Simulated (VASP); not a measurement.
Calculation: PBE GGA, VASP's PBE PAW potentials (set 64) (plane waves; VASP).

Input for VASP

File KPOINTS:
```
Regular mesh
0
G
 6 6 6
0 0 0
```

### INCAR
```
SYSTEM = PbF2
PREC = Accurate
ENCUT = 520
EDIFF = 1E-6
NELM = 100
ALGO = Normal
LREAL = .FALSE.
LASPH = .TRUE.
ISMEAR = 0
SIGMA = 0.05
GGA = PE
LMAXMIX = 4
LWAVE = .FALSE.
LCHARG = .FALSE.
ISIF = 2
```

POSCAR:
```
PbF2
1
    1.7690560000     1.0213650000     5.3632860000
   -1.7690560000     1.0213650000     5.3632860000
    0.0000000000    -2.0427300000     5.3632860000
Pb F
1 2
Direct
  0.0000000000   0.0000000000   0.0000000000
  0.2520000000   0.2520000000   0.2520000000
  0.7480000000   0.7480000000   0.7480000000
```

POTCAR, in this order: Pb_d F (PBE.64 set). Program: vasp_std.

**Question.** What will the output report for the number of irreducible k-points (NKPTS), number of bands (NBANDS), largest plane-wave count, number of space-group operations, FFT grid (NGX, NGY, NGZ)?

**Answer.** 
The number of irreducible k-points (NKPTS) comes out as 32, the number of bands (NBANDS) is 18 and the largest plane-wave count comes out as 1597. The number of space-group operations comes out as 12 and the FFT grid (NGX, NGY, NGZ) is 48 × 48 × 48.

The structure was generated: PbF2 was put into the CdCl2 type (R-3m), which need not be its known phase. The cell was not relaxed at this level.
